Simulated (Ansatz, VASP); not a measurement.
# Cross-check of HfSnGe (HfSnGe in the AlB2 type) between VASP and Ansatz

Aim: how closely do two programs agree when they are given the same cell, functional and k mesh? The cell is generated by rule, not measured, and may not be a known phase. The cell is taken from a series of runs on this material, whose earlier steps may have relaxed, scaled, displaced or heated it; both programs get it as it stands.

Main program and level: Ansatz 0.2.0; plane waves, with VASP 6.6.1 beside it; relaxation of cell and atoms at PBEsol and zone-centre phonons at PBEsol.

The structure was built from a prototype and need not be the compound's stable phase.

### 1. The starting structure

Symmetry: P-6m2, No. 187, hexagonal system. Conventional cell: a = 4.939 Å, b = 4.939 Å, c = 2.884 Å, α = 90.00°, β = 90.00°, γ = 120.00°. Nearest to Hf lie 2 Hf at 2.88 Å and 6 Sn at 3.20 Å and 6 Ge at 3.20 Å. Nearest to Ge lie 3 Sn at 2.85 Å and 2 Ge at 2.88 Å and 6 Hf at 3.20 Å. Nearest to Sn lie 3 Ge at 2.85 Å and 2 Sn at 2.88 Å and 6 Hf at 3.20 Å. Farther neighbours are not listed.

Coordinates:

```xyz
3
Lattice="4.9386 0.0000 0.0000 -2.4693 4.2770 0.0000 0.0000 0.0000 2.8842" Properties=species:S:1:pos:R:3 pbc="T T T"
Hf    0.0000    0.0000    0.0000
Ge    0.0000    2.8513    1.4421
Sn    2.4693    1.4257    1.4421
```

### 2. VASP: relaxation of cell and atoms, PBEsol, pair 1

The relaxed volume is the usual yardstick between codes: in a stiff, nearly cubic crystal its relative difference is about their pressure difference at one cell divided by the bulk modulus.

Lines of VASP's logs that name or quote its potential files are left out, and so is its time.

File INCAR:

```
SYSTEM = HfSnGe
PREC = Accurate
ENCUT = 500
EDIFF = 1E-07
NELM = 120
ISMEAR = 1
SIGMA = 0.2
LREAL = .FALSE.
ALGO = Normal
GGA = PS
NBANDS = 25
LASPH = .TRUE.
LORBIT = 11
LWAVE = .FALSE.
LCHARG = .FALSE.
ISIF = 3
IBRION = 2
NSW = 80
EDIFFG = -0.005
GGA_COMPAT = .FALSE.
NELMIN = 4
KPAR = 2
```

File POSCAR:

```
HfSnGe
1.0
    4.9386190000      0.0000000000      0.0000000000
   -2.4693090000      4.2769690000      0.0000000000
    0.0000000000      0.0000000000      2.8842070000
Hf Ge Sn
1 1 1
Direct
    0.0000000000      0.0000000000      0.0000000000
    0.3333333048      0.6666667446      0.4999998266
    0.6666664927      0.3333332554      0.4999998266
```

File KPOINTS:

```
Automatic mesh
0
Gamma
6 6 10
0 0 0
```

Potentials, in the order of the species: Hf_pv, Ge_d and Sn_d (PBE family, release 64).

Run with:

```
$ mpirun -np 2 vasp_std
```

Numbers of over 12 decimals in the logs are rounded to 6 here.

Output:

```text
[banner, memory and clock lines left out]
running    2 mpi-ranks, on    1 nodes
 distrk:  each k-point on    1 cores,    2 groups
 distr:  one band on    1 cores,    1 groups

 POSCAR found type information on POSCAR HfGeSn
 POSCAR found :  3 types and       3 ions
|                                                                             |
|               ----> ADVICE to this user running VASP <----                  |
|                                                                             |
|     You enforced a specific xc type in the INCAR file but a different       |
|     [... a line on the potential file left out ...]
|     I HOPE YOU KNOW WHAT YOU ARE DOING!                                     |
|                                                                             |

 LDA part: xc-table for (Slater+PW92), standard interpolation
 POSCAR, INCAR and KPOINTS ok, starting setup
 FFT: planning ... GRIDC
 FFT: planning ... GRID_SOFT
 FFT: planning ... GRID
 WAVECAR not read
 entering main loop
       N       E                     dE             d eps       ncg     rms          rms(c)
DAV:   1     0.284556557916E+03    0.28456E+03   -0.19298E+04  2382   0.302E+03
DAV:   2     0.192570539399E+02   -0.26530E+03   -0.25981E+03  2132   0.597E+02
DAV:   3    -0.190549618745E+02   -0.38312E+02   -0.37719E+02  2562   0.163E+02
DAV:   4    -0.204351751490E+02   -0.13802E+01   -0.13762E+01  2493   0.342E+01
DAV:   5    -0.204671010410E+02   -0.31926E-01   -0.31917E-01  2820   0.540E+00    0.352E+01
DAV:   6    -0.199423427516E+02    0.52476E+00   -0.13012E+00  2447   0.508E+00    0.228E+01
DAV:   7    -0.198342731233E+02    0.10807E+00   -0.54729E-01  2562   0.660E+00    0.146E+00
DAV:   8    -0.198289727639E+02    0.53004E-02   -0.35722E-02  2642   0.199E+00    0.126E+00
DAV:   9    -0.198274355140E+02    0.15372E-02   -0.11456E-02  2581   0.116E+00    0.919E-01
DAV:  10    -0.198270865082E+02    0.34901E-03   -0.14384E-03  2573   0.402E-01    0.935E-02
DAV:  11    -0.198270909224E+02   -0.44143E-05   -0.54926E-05  2989   0.642E-02    0.425E-02
DAV:  12    -0.198270925164E+02   -0.15939E-05   -0.72642E-06  2627   0.145E-02    0.496E-02
DAV:  13    -0.198270910291E+02    0.14873E-05   -0.27898E-06  2452   0.904E-03    0.255E-03
DAV:  14    -0.198270910819E+02   -0.52874E-07   -0.11321E-07  1688   0.233E-03
   1 F= -.19827091E+02 E0= -.19827849E+02  d E =-.198271E+02
 curvature:   0.00 expect dE= 0.000E+00 dE for cont linesearch  0.000E+00
 trial: gam= 0.00000 g(F)=  0.252E-41 g(S)=  0.128E-02 ort = 0.000E+00 (trialstep = 0.100E+01)
 search vector abs. value=  0.128E-02
 bond charge predicted
       N       E                     dE             d eps       ncg     rms          rms(c)
DAV:   1    -0.198348264537E+02   -0.77354E-02   -0.19411E-01  2369   0.368E+00    0.512E-01
DAV:   2    -0.198298933768E+02    0.49331E-02   -0.70127E-03  2834   0.757E-01    0.267E-01
DAV:   3    -0.198276657829E+02    0.22276E-02   -0.35337E-03  2787   0.440E-01    0.100E-01
DAV:   4    -0.198276437497E+02    0.22033E-04   -0.45366E-04  2596   0.140E-01    0.507E-02
DAV:   5    -0.198276420162E+02    0.17335E-05   -0.23319E-05  3016   0.448E-02    0.116E-02
DAV:   6    -0.198276418180E+02    0.19820E-06   -0.20130E-06  2880   0.137E-02    0.291E-03
DAV:   7    -0.198276417408E+02    0.77192E-07   -0.25493E-07  1716   0.560E-03
   2 F= -.19827642E+02 E0= -.19828586E+02  d E =-.550659E-03
 trial-energy change:   -0.000551  1 .order   -0.000548   -0.001281    0.000186
 step:   0.8745(harm=  0.8731)  dis= 0.00000  next Energy=   -19.827653 (dE=-0.562E-03)
 bond charge predicted
       N       E                     dE             d eps       ncg     rms          rms(c)
DAV:   1    -0.198277652857E+02   -0.12347E-03   -0.30539E-03  2381   0.464E-01    0.648E-02
DAV:   2    -0.198276879855E+02    0.77300E-04   -0.11066E-04  2855   0.994E-02    0.333E-02
DAV:   3    -0.198276533413E+02    0.34644E-04   -0.54338E-05  2794   0.633E-02    0.126E-02
DAV:   4    -0.198276525319E+02    0.80941E-06   -0.80255E-06  2680   0.192E-02    0.644E-03
DAV:   5    -0.198276523290E+02    0.20289E-06   -0.44729E-07  2298   0.669E-03    0.129E-03
DAV:   6    -0.198276523253E+02    0.36571E-08   -0.39264E-08  1139   0.236E-03
   3 F= -.19827652E+02 E0= -.19828572E+02  d E =-.561243E-03
 curvature:  -0.44 expect dE=-0.398E-06 dE for cont linesearch -0.363E-08
 trial: gam=-0.00184 g(F)=  0.228E-40 g(S)=  0.912E-06 ort = 0.327E-05 (trialstep = 0.975E+00)
 search vector abs. value=  0.905E-06
 reached required accuracy - stopping structural energy minimisation
```

OUTCAR, selected parts (step 2):

```text
ion  position               nearest neighbor table
   1  0.000  0.000  0.000-   3 3.20   2 3.20   3 3.20   2 3.20   2 3.20   3 3.20   2 3.20   3 3.20
                             2 3.20   3 3.20   2 3.20   3 3.20
   2  0.333  0.667  0.500-   3 2.85   3 2.85   3 2.85   1 3.20   1 3.20   1 3.20   1 3.20   1 3.20
                             1 3.20
   3  0.667  0.333  0.500-   2 2.85   2 2.85   2 2.85   1 3.20   1 3.20   1 3.20   1 3.20   1 3.20
                             1 3.20

  LATTYP: Found a hexagonal cell.
 ALAT       =     4.9386190000
 C/A-ratio  =     0.5840108338

 Subroutine GETGRP returns: Found 12 space group operations
 (whereof 12 operations were pure point group operations)

The static configuration has the point symmetry D_3h.

 Found     42 irreducible k-points:

   k-points           NKPTS =     42   k-points in BZ     NKDIM =     42   number of bands    NBANDS=     25

   dimension x,y,z NGX =    36 NGY =   36 NGZ =   24
   dimension x,y,z NGXF=    72 NGYF=   72 NGZF=   48

   ENCUT  =  500.0 eV  36.75 Ry    6.06 a.u.   9.00  9.00  5.26*2*pi/ulx,y,z

   NELECT =      38.0000    total number of electrons

 k-points in reciprocal lattice and weights: Automatic mesh
   0.00000000  0.00000000  0.00000000       0.003
   0.16666667  0.00000000  0.00000000       0.017
   0.33333333  0.00000000  0.00000000       0.017
   0.50000000  0.00000000  0.00000000       0.008
   0.16666667  0.16666667  0.00000000       0.017
   0.33333333  0.16666667  0.00000000       0.033
   0.33333333  0.33333333  0.00000000       0.006
   0.00000000  0.00000000  0.10000000       0.006
   0.16666667  0.00000000  0.10000000       0.033
[...]
0.33333333  0.16666667  0.50000000       0.033
   0.33333333  0.33333333  0.50000000       0.006

 average (electrostatic) potential at core
       1 -34.5035       2 -71.0256       3 -98.8392

 E-fermi :   7.9059

 k-point     1 :       0.0000    0.0000    0.0000
  band No.  band energies     occupation
    ...
     16       3.4137      2.00000
     17       3.4137      2.00000
     18       5.6707      2.00000
     19       7.4519      2.00608
     20       7.4519      2.00608
     21      11.5723     -0.00000
     22      12.0282      0.00000
     23      12.0282      0.00000
     24      12.5460      0.00000
     25      12.5460      0.00000

 k-point     2 :       0.1667    0.0000    0.0000
  band No.  band energies     occupation
    ...
     16       3.4234      2.00000
     17       4.5102      2.00000
     18       5.4271      2.00000
     19       7.3941      2.00177
     20       7.4490      2.00574
     21      11.6617     -0.00000
     22      12.0177      0.00000
     23      12.0654      0.00000
     24      12.7322      0.00000
     25      13.3151      0.00000

 k-point     3 :       0.3333    0.0000    0.0000
  band No.  band energies     occupation
    ...
     15      -0.7651      2.00000
     16       3.4450      2.00000
     17       3.7751      2.00000
     18       6.8083      2.00000
     19       7.4293      2.00384
     20       8.1883     -0.06264
     21      11.2989     -0.00000
     22      11.9969      0.00000
     23      12.0246      0.00000
     24      13.3256      0.00000
    ...

  Total        0.0034313      0.0034313      0.0057603      0.0000000      0.0000000      0.0000000
  in kB        0.0903391      0.0903391      0.1516568      0.0000000      0.0000000      0.0000000
  external PRESSURE =       0.1107784 kB  Pullay stress =       0.0000000 kB

  energy-cutoff  :      500.00
  volume of cell :       60.85
      direct lattice vectors                 reciprocal lattice vectors
     4.928918721 -0.000000001  0.000000000     0.202884254  0.117135269  0.000000000
    -2.464458862  4.268568315 -0.000000000     0.000000000  0.234270586  0.000000000
    -0.000000000  0.000000000  2.892386134    -0.000000000 -0.000000000  0.345735304

 POSITION                                       TOTAL-FORCE (eV/Angst)
 -----------------------------------------------------------------------------------
     -0.00000      0.00000      2.89239         0.000000     -0.000000      0.000000
     -0.00000      2.84571      1.44619        -0.000000      0.000000      0.000000
      2.46446      1.42286      1.44619         0.000000     -0.000000      0.000000
 -----------------------------------------------------------------------------------
    total drift:                                0.000466     -0.000034      0.000484

  FREE ENERGIE OF THE ION-ELECTRON SYSTEM (eV)
  ---------------------------------------------------
  free  energy   TOTEN  =       -19.8276523253 eV

  energy  without entropy=      -19.8304128434  energy(sigma->0) =      -19.82857250

 reached required accuracy - stopping structural energy minimisation

 total charge
# of ion       s       p       d       tot
------------------------------------------
    1        0.318   6.298   1.631   8.247
    2        1.203   1.049  10.031  12.283
    3        1.169   1.229  10.044  12.442
--------------------------------------------------
tot          2.690   8.576  21.706  32.972

[... 3 further parts left out ...]
```

Harder data sets than Hf_pv exist (the GW ones), and pressures, volumes and forces can shift noticeably with them. The run keeps the 12 symmetry operations of its start, so it cannot find a distortion of lower symmetry.

(Part 1 of 3 ends here.)

[Lines on the potential files, build, host, timing and source positions are cut from VASP's logs without a mark.]

[Logs are printed without paths, hosts, clocks, repeated set-up lines and the standing remarks that a program may print on its own settings, such as how far it seeks lower states.]

[Hosts, paths, dates, database ids (printed as entryN), source tags and the programs' standing remarks are cut or masked in the printed files.]
